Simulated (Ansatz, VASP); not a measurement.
# NaPt2I in two plane-wave programs, part 2 of 2

Aim: how closely do two programs agree when they are given the same cell, functional and k mesh? The cell is invented: other elements were put on sites of a known structure type. It may not be a known or stable phase. The cell comes out of the VASP series on this material, whose earlier steps may have relaxed, scaled or displaced it; both programs get it as it stands.

VASP 6.6.1 and Ansatz 0.2.0.

So far: Set-up; VASP: band structure, PBE; Ansatz: band structure, PBE; Comparison.

## (5) VASP: single point, PBE

Level of this step: PBE; plane waves and PAW (Na_pv, Pt, I); invented cell (VASP).

With cell and atoms fixed, the geometry can't cause a difference; cores, projectors, grids and the points listed under the comparison can.

File INCAR:

```
SYSTEM = NaPt2I
PREC = Accurate
ENCUT = 400
EDIFF = 1E-06
NELM = 100
ISMEAR = -5
SIGMA = 0.05
LREAL = .FALSE.
ALGO = Normal
GGA = PE
NBANDS = 31
LORBIT = 11
LWAVE = .FALSE.
LCHARG = .FALSE.
KPAR = 2
NEDOS = 2001
```

File POSCAR:

```
NaPt2I
1.0
    4.8010783366      0.0000000000      0.0000000000
   -2.4005391683      4.1578557924      0.0000000000
    0.0000000000      0.0000000000      5.8848318102
Na Pt I
1 2 1
Direct
    0.0000000000      0.0000000000      0.5000000000
    0.3333333300      0.6666666700      0.0251689436
    0.6666666700      0.3333333300      0.9748310564
    0.0000000000      0.0000000000      0.0000000000
```

File KPOINTS:

```
Automatic mesh
0
Gamma
7 7 5
0 0 0
```

Potentials, in the order of the species: Na_pv, Pt and I (PBE family, release 64).

Run with:

```sh
$ mpirun -np 2 vasp_std
```

Numbers of over 12 decimals in the logs are rounded to 6 here.

What it wrote:

```text
[... set-up lines as in an earlier step ...]
 entering main loop
       N       E                     dE             d eps       ncg     rms          rms(c)
DAV:   1     0.202633267005E+03    0.20263E+03   -0.12715E+04  1984   0.822E+02
DAV:   2    -0.172123270743E+01   -0.20435E+03   -0.18636E+03  2056   0.229E+02
DAV:   3    -0.142246769897E+02   -0.12503E+02   -0.12226E+02  2419   0.588E+01
DAV:   4    -0.144665763966E+02   -0.24190E+00   -0.24153E+00  2257   0.855E+00
[...]
DAV:  13    -0.141006813117E+02   -0.82634E-05   -0.12369E-05  2363   0.156E-02    0.340E-02
DAV:  14    -0.141006775451E+02    0.37666E-05   -0.10262E-05  2096   0.105E-02    0.668E-02
DAV:  15    -0.141006771374E+02    0.40774E-06   -0.37823E-07  1762   0.289E-03
   1 F= -.14100677E+02 E0= -.14100677E+02  d E =0.000000E+00
 -----------------------------------------------------------------------------
|                                                                             |
|           W    W    AA    RRRRR   N    N  II  N    N   GGGG   !!!           |
|           W    W   A  A   R    R  NN   N  II  NN   N  G    G  !!!           |
|           W    W  A    A  R    R  N N  N  II  N N  N  G       !!!           |
|           W WW W  AAAAAA  RRRRR   N  N N  II  N  N N  G  GGG   !            |
|           WW  WW  A    A  R   R   N   NN  II  N   NN  G    G                |
|           W    W  A    A  R    R  N    N  II  N    N   GGGG   !!!           |
|                                                                             |
|     Tetrahedron method does not include variations of the Fermi             |
|     occupations, so forces and stress will be inaccurate. We suggest        |
|     using a different smearing scheme ISMEAR = 1 or 2 for metals in         |
|     relaxations.                                                            |
|                                                                             |
 -----------------------------------------------------------------------------
```

From OUTCAR (step 5):

```text
  Total        0.1700819      0.1700819      0.0559317      0.0000000     -0.0000000      0.0000000
  in kB        2.3196711      2.3196710      0.7628270      0.0000000     -0.0000000      0.0000000
  external PRESSURE =       1.8007230 kB  Pullay stress =       0.0000000 kB

 POSITION                                       TOTAL-FORCE (eV/Angst)
 -----------------------------------------------------------------------------------
      0.00000      0.00000      2.94242         0.000000      0.000000      0.000000
     -0.00000      2.77190      0.14811        -0.000000     -0.000000     -0.063488
      2.40054      1.38595      5.73672         0.000000      0.000000      0.063488
      0.00000      0.00000      0.00000        -0.000000      0.000000      0.000000
 -----------------------------------------------------------------------------------
    total drift:                               -0.000000      0.000000     -0.000000

  FREE ENERGIE OF THE ION-ELECTRON SYSTEM (eV)
  ---------------------------------------------------
  free  energy   TOTEN  =       -14.1006771374 eV

  energy  without entropy=      -14.1006771374  energy(sigma->0) =      -14.10067714

[... 1 part as in an earlier step ...]

[... 2 further parts left out ...]
[key lines of the parts left out:]
E-fermi :   4.2804
```

With tetrahedra the forces and stress of a metal are not exact derivatives of the energy.

## (6) Ansatz: single point, PBE

The same cell, functional, mesh and smearing now go to Ansatz, which takes its cutoff from its data sets.

The cell comes out of the VASP series on this material, whose earlier steps may have relaxed, scaled or displaced it; both programs get it as it stands.

File input.yaml:

```yaml
crystal:
  lattice:
    - [4.8010783366, 0.0, 0.0]
    - [-2.4005391683, 4.1578557924, 0.0]
    - [0.0, 0.0, 5.8848318102]
  atoms:
    - { symbol: Na, position: [0.0, 0.0, 0.5] }
    - { symbol: Pt, position: [0.33333333, 0.66666667, 0.0251689436] }
    - { symbol: Pt, position: [0.66666667, 0.33333333, 0.9748310564] }
    - { symbol: I, position: [0.0, 0.0, 0.0] }
hamiltonian:
  xc: pbe
  pseudopotentials: { kind: paw }
kpoints:
  mp_grid: { grid: [7, 7, 5] }
scf:
  occupations: { method: tetrahedron }
output:
  forces: true
  stress: true
  write_density: true
  write_potential: true
  elf: true
  volumetric_format: npy
```

Run with:

```sh
$ ansatz run input.yaml --threads 2 --pin off --max-ram 4608MiB --backend cpu --events-out ev --progress --plain --runs-dir out
```

What it wrote:

```text
Warning: output.forces, output.stress, relax.cell or npt_langevin: where a Kohn–Sham band that disperses or a degenerate level is filled in part under the method tetrahedron, the forces or the stress that this run publishes need not agree with its energy (scf.occupations.method in the input reference, under Limitations); prefer a smearing scheme for the forces or the stress
[...]
k-point 0: bands = [... 27 lower, 7.3957, 7.3957, 7.4782, 10.3982, 10.3982, 10.5650, 11.9433, 11.9433, ... 3 higher]
  k-point 1: bands = [... 27 lower, 7.3925, 7.3925, 7.4833, 10.2643, 10.4021, 10.4021, 11.9914, 11.9914, ... 3 higher]
  k-point 2: bands = [... 27 lower, 7.3874, 7.3874, 7.4838, 9.7836, 10.4085, 10.4085, 12.0721, 12.0721, ... 3 higher]
  k-point 31: bands = [... 27 lower, 7.0159, 7.2999, 7.7583, 8.2492, 10.2502, 11.2329, 12.0125, 12.8815, ... 3 higher]
[key lines of the parts left out:]
SCF converged after 8 iterations
Free energy (F): -34044.410311 eV
Fermi energy:    8.709824 eV
P = ⅓ Tr σ = 0.2999 GPa (2.999 kbar)
```

Wall time 4.3 s (2 threads of Arm Neoverse V2, shared host); peak memory 0.45 GiB; 7.5 s of CPU time.

The run ends at a pressure of 0.30 GPa, with forces up to 0.078 eV/Å.

## (7) Side by side

Both answers:

```csv
quantity,Ansatz,VASP,difference
pressure (GPa),0.30,0.18,+0.12
```

Forces (eV/Å; atoms numbered as in POSCAR):

```csv
atom,"Ansatz x, y, z","VASP x, y, z"
Na1,"0.000, 0.000, 0.000","0.000, 0.000, 0.000"
Pt2,"0.000, 0.000, -0.078","0.000, 0.000, -0.063"
Pt3,"0.000, 0.000, 0.078","0.000, 0.000, 0.063"
I4,"0.000, 0.000, 0.000","0.000, 0.000, 0.000"
```

The forces differ by 6.1 meV/Å r.m.s., which is 23.4 % of the r.m.s. force of 0.03 eV/Å (both taken over all components). Ansatz's pressure holds a Pulay correction of 0.03 GPa; VASP's holds none.

## (8) Ansatz: band structure, PBE, spin-orbit coupling

Levels along a path test the potential and the projectors away from the mesh points.

The cell comes out of the VASP series on this material, whose earlier steps may have relaxed, scaled or displaced it; both programs get it as it stands.

File input.yaml:

```yaml
crystal:
  lattice:
    - [4.8010783366, 0.0, 0.0]
    - [-2.4005391683, 4.1578557924, 0.0]
    - [0.0, 0.0, 5.8848318102]
  atoms:
    - { symbol: Na, position: [0.0, 0.0, 0.5] }
    - { symbol: Pt, position: [0.33333333, 0.66666667, 0.0251689436] }
    - { symbol: Pt, position: [0.66666667, 0.33333333, 0.9748310564] }
    - { symbol: I, position: [0.0, 0.0, 0.0] }
hamiltonian:
  xc: pbe
  pseudopotentials: { kind: paw_fr }
magnetization:
  noncollinear: true
  spin_orbit: true
kpoints:
  mp_grid: { grid: [4, 4, 3] }
  band_path:
    path:
      - [0.0, 0.0, 0.0]
      - [0.13333, 0.0, 0.0]
      - [0.3, 0.0, 0.0]
      - [0.46667, 0.0, 0.0]
      - [0.46667, 0.06667, 0.0]
      - [0.41111, 0.17778, 0.0]
      - [0.35556, 0.28889, 0.0]
      - [0.28889, 0.28889, 0.0]
      - [0.17778, 0.17778, 0.0]
      - [0.06667, 0.06667, 0.0]
      - [0.0, 0.0, 0.03333]
      - [0.0, 0.0, 0.2]
      - [0.0, 0.0, 0.36667]
      - [0.0, 0.0, 0.5]
      - [0.16667, 0.0, 0.5]
      - [0.3, 0.0, 0.5]
      - [0.46667, 0.0, 0.5]
      - [0.46667, 0.06667, 0.5]
      - [0.41111, 0.17778, 0.5]
      - [0.35556, 0.28889, 0.5]
      - [0.28889, 0.28889, 0.5]
      - [0.17778, 0.17778, 0.5]
      - [0.06667, 0.06667, 0.5]
      - [0.5, 0.0, 0.46667]
      - [0.5, 0.0, 0.3]
      - [0.5, 0.0, 0.13333]
      - [0.33333, 0.33333, 0.0]
      - [0.33333, 0.33333, 0.16667]
      - [0.33333, 0.33333, 0.33333]
      - [0.33333, 0.33333, 0.5]
    npoints: 1
scf:
  occupations: { method: gaussian, width: 0.05 }
  n_extra_bands: 16
output:
  forces: true
  stress: true
  eigenvalues: true
```

What it wrote:

```text
[...]
non-collinear run that drives no moment, with spin-orbit: no starting moment large enough to seed its density (crystal.atoms[].spin), no starting occupations that ask for one, no magnetisation constraint and no magnetic field, so the semilocal B_xc is pinned to zero
Crystal: 4 atoms, lattice volume = 117.474 Å³
[...]
k-point 1: bands = [... 58 lower, 7.5804, 7.5804, 9.8645, 9.8645, 10.0554, 10.0554, 10.6824, 10.6824, ... 12 higher]
  k-point 2: bands = [... 58 lower, 7.8680, 7.8680, 8.0721, 8.0721, 8.5599, 8.5599, 10.7727, 10.7727, ... 12 higher]
  k-point 8: bands = [... 58 lower, 7.7926, 7.7926, 8.2101, 8.2101, 10.0282, 10.0282, 10.8915, 10.8915, ... 12 higher]
[key lines of the parts left out:]
SCF converged after 10 iterations
Magnetization: |M| = 0.0000 μB,  M = (+0.0000, +0.0000, +0.0000) μB
Free energy (F): -34116.441490 eV
Fermi energy:    8.530325 eV
P = ⅓ Tr σ = 1.0064 GPa (10.064 kbar)
```

The job ended after 29 s (2 threads; peak memory 0.73 GiB).

## (9) VASP: band structure, PBE, spin-orbit coupling

The same cell, functional, mesh and smearing now go to VASP, with its own data sets and cutoff.

File INCAR:

```
SYSTEM = NaPt2I
PREC = Accurate
ENCUT = 400
EDIFF = 1E-06
NELM = 100
ISMEAR = 0
SIGMA = 0.05
LREAL = .FALSE.
ALGO = Normal
GGA = PE
LNONCOLLINEAR = .TRUE.
MAGMOM = 0 0 0 0 0 0 0 0 0 0 0 0
NBANDS = 46
GGA_COMPAT = .FALSE.
LASPH = .TRUE.
LSORBIT = .TRUE.
LMAXMIX = 4
LORBIT = 11
LWAVE = .FALSE.
LCHARG = .FALSE.
KPAR = 2
```

POSCAR is that of step 5.

File KPOINTS:

```
Automatic mesh
0
Gamma
4 4 3
0 0 0
```

File KPOINTS_OPT:

```
Line mode
16
Line-mode
Reciprocal
  0.00000000   0.00000000   0.00000000 GAMMA
  0.50000000   0.00000000   0.00000000 M

  0.50000000   0.00000000   0.00000000 M
  0.33333333   0.33333333   0.00000000 K

  0.33333333   0.33333333   0.00000000 K
  0.00000000   0.00000000   0.00000000 GAMMA

  0.00000000   0.00000000   0.00000000 GAMMA
  0.00000000   0.00000000   0.50000000 A

  0.00000000   0.00000000   0.50000000 A
  0.50000000   0.00000000   0.50000000 L

  0.50000000   0.00000000   0.50000000 L
  0.33333333   0.33333333   0.50000000 H

  0.33333333   0.33333333   0.50000000 H
  0.00000000   0.00000000   0.50000000 A

  0.50000000   0.00000000   0.50000000 L
  0.50000000   0.00000000   0.00000000 M

  0.33333333   0.33333333   0.00000000 K
  0.33333333   0.33333333   0.50000000 H
```

Run with:

```sh
$ mpirun -np 2 vasp_ncl
```

What it wrote:

```text
[... set-up lines as in an earlier step ...]
 entering main loop
       N       E                     dE             d eps       ncg     rms          rms(c)
DAV:   1     0.230377492070E+03    0.23038E+03   -0.13174E+04   828   0.114E+03
DAV:   2     0.488372570710E+01   -0.22549E+03   -0.21023E+03   922   0.287E+02
DAV:   3    -0.143738399072E+02   -0.19258E+02   -0.18557E+02   982   0.923E+01
DAV:   4    -0.151040708413E+02   -0.73023E+00   -0.72283E+00  1040   0.183E+01
[...]
DAV:  14    -0.147643892982E+02   -0.40217E-05   -0.61602E-06  1046   0.142E-02    0.936E-03
DAV:  15    -0.147643912178E+02   -0.19196E-05   -0.23788E-06   760   0.781E-03    0.630E-03
DAV:  16    -0.147643915416E+02   -0.32386E-06   -0.29051E-07   632   0.299E-03
   1 F= -.14764392E+02 E0= -.14761109E+02  d E =-.656579E-02  mag=    -0.0000     0.0000     0.0000
 Start KPOINTS_OPT (optional k-point list driver)
k-point batch [1-9\144]
       N       E                     dE             ncg
DAV:   1     0.118900268195E+04    0.25075E+03      844
DAV:   2    -0.840017361789E+03   -0.20290E+04      918
DAV:   3    -0.103139080648E+04   -0.19137E+03     1030
DAV:   4    -0.103851352847E+04   -0.71227E+01     1028
DAV:   5    -0.103870576109E+04   -0.19223E+00      964
DAV:   6    -0.103871434625E+04   -0.85852E-02     1058
DAV:   7    -0.103871465069E+04   -0.30444E-03     1044
DAV:   8    -0.103871466013E+04   -0.94414E-05      890
DAV:   9    -0.103871466070E+04   -0.56210E-06      608
[...]
k-point batch [136-144\144]
       N       E                     dE             ncg
DAV:   1     0.108267419832E+04   -0.66291E+04      866
DAV:   2    -0.908267022965E+03   -0.19909E+04      884
DAV:   3    -0.108394027491E+04   -0.17567E+03      998
DAV:   4    -0.109062674778E+04   -0.66865E+01     1072
DAV:   5    -0.109081393755E+04   -0.18719E+00     1012
DAV:   6    -0.109082060865E+04   -0.66711E-02     1120
DAV:   7    -0.109082080395E+04   -0.19529E-03     1040
DAV:   8    -0.109082080862E+04   -0.46718E-05      854
DAV:   9    -0.109082080892E+04   -0.30023E-06      628
```

OUTCAR, selected parts (step 9):

```text
  Total        0.9848657      0.9848657     -0.0371780      0.0000000      0.0000000      0.0000000
  in kB       13.4321435     13.4321434     -0.5070540      0.0000000      0.0000000      0.0000000
  external PRESSURE =       8.7857443 kB  Pullay stress =       0.0000000 kB

 POSITION                                       TOTAL-FORCE (eV/Angst)
 -----------------------------------------------------------------------------------
      0.00000      0.00000      2.94242         0.000000      0.000000      0.000000
     -0.00000      2.77190      0.14811         0.000000     -0.000000     -0.177161
      2.40054      1.38595      5.73672        -0.000000      0.000000      0.177161
      0.00000      0.00000      0.00000         0.000000      0.000000      0.000000
 -----------------------------------------------------------------------------------
    total drift:                               -0.000000      0.000000     -0.000000

  FREE ENERGIE OF THE ION-ELECTRON SYSTEM (eV)
  ---------------------------------------------------
  free  energy   TOTEN  =       -14.7643915416 eV

  energy  without entropy=      -14.7578257547  energy(sigma->0) =      -14.76110865

 magnetization (x)
# of ion       s       p       d       tot
------------------------------------------
    1        0.000   0.000   0.000   0.000
    2       -0.000   0.000  -0.000  -0.000
    3       -0.000   0.000  -0.000  -0.000
    4        0.000   0.000   0.000   0.000
--------------------------------------------------
tot         -0.000   0.000  -0.000  -0.000

 magnetization (y)
# of ion       s       p       d       tot
------------------------------------------
    1        0.000   0.000   0.000   0.000
    2        0.000   0.000   0.000   0.000
    3        0.000   0.000   0.000   0.000
    4        0.000   0.000   0.000   0.000
--------------------------------------------------
tot          0.000   0.000   0.000   0.000

 magnetization (z)
# of ion       s       p       d       tot
------------------------------------------
    1       -0.000  -0.000   0.000  -0.000
    2        0.000   0.000   0.000   0.000
    3        0.000   0.000   0.000   0.000
    4       -0.000  -0.000   0.000  -0.000
--------------------------------------------------
tot         -0.000  -0.000   0.000  -0.000

[... 1 part as in an earlier step ...]

[... 2 further parts left out ...]
[key lines of the parts left out:]
E-fermi :   4.0928
```

The run ends at a pressure of 0.88 GPa, with forces up to 0.18 eV/Å.

## (10) Side by side

What differs besides the data sets and the points named for the pairs above, as far as they apply: spin-orbit coupling enters by fully relativistic files in Ansatz and inside the spheres in VASP; the data sets hold 62 valence electrons in Ansatz (fully relativistic PAW (standard-fr) files) and 34 in VASP. Total energies have different zeros and are not compared.

Both answers:

```csv
quantity,Ansatz,VASP,difference
pressure (GPa),1.01,0.88,+0.13
```

Forces (eV/Å; atoms numbered as in POSCAR):

```csv
atom,"Ansatz x, y, z","VASP x, y, z"
Na1,"0.000, 0.000, 0.000","0.000, 0.000, 0.000"
Pt2,"0.000, 0.000, -0.182","0.000, 0.000, -0.177"
Pt3,"0.000, 0.000, 0.182","0.000, 0.000, 0.177"
I4,"0.000, 0.000, 0.000","0.000, 0.000, 0.000"
```

The forces differ by 1.9 meV/Å r.m.s., which is 2.7 % of the r.m.s. force of 0.07 eV/Å (both taken over all components). Levels from 3 eV below to 2 eV above the Fermi level differ by 21 meV r.m.s. and 33 meV at most; each VASP level is matched to the nearest of Ansatz, which flatters the figure a little. Ansatz's pressure holds a Pulay correction of 0.03 GPa; VASP's holds none.

## (11) Outcome

```json
{
  "r.m.s. difference of levels near the Fermi level (band structure, PBE)": "27 meV",
  "difference in pressure (single point, PBE)": "0.12 GPa",
  "r.m.s. force difference (single point, PBE)": "6.1 meV/Å",
  "r.m.s. difference of levels near the Fermi level (band structure, PBE, spin-orbit coupling)": "21 meV"
}
```

In words: The r.m.s. force difference is 6.1 meV/Å (single point, PBE), within the 12 meV/Å picked in this series as the mark of a large difference. Differences of this kind measure data sets and numerical settings, not the functional's error against experiment.

[Lines on the potential files, build, host, timing and source positions are cut from VASP's logs without a mark.]

[Logs are printed without paths, hosts, clocks, repeated set-up lines and the standing remarks that a program may print on its own settings, such as how far it seeks lower states.]

[Hosts, paths, dates, database ids (printed as entryN), source tags and the programs' standing remarks are cut or masked in the printed files.]
